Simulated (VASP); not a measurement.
Data:

```
Sb
1.0
    4.09549    -2.20076     0.01792
    4.09549     2.20076     0.01792
    2.89705     0.00000     3.63646
Sb
2
Cartesian
  2.56853   0.00000   0.85069
  8.51951   0.00000   2.82162
```

All values below come from revPBE GGA, VASP's PBE PAW potentials (set 64) (plane waves; VASP). Settings: 520 eV cut-off, Gaussian smearing of 0.050 eV, potentials Sb.

Unless said otherwise, spin-orbit coupling is left out, though it shifts the bands of the heavy elements here.

Question: Estimate the band gap (along the path) with the smallest direct gap where there is one.

Answer: 
```
Quantity                                                     Result
-------------------------  ----------------------------------------
band gap (along the path)  none (metal, semimetal or under 0.01 eV)
```

The absolute energy has meaning only against runs of the same code, potentials and settings.

The compound is Sb in the a7 structure. It was relaxed first, which changed the volume by +8 %.
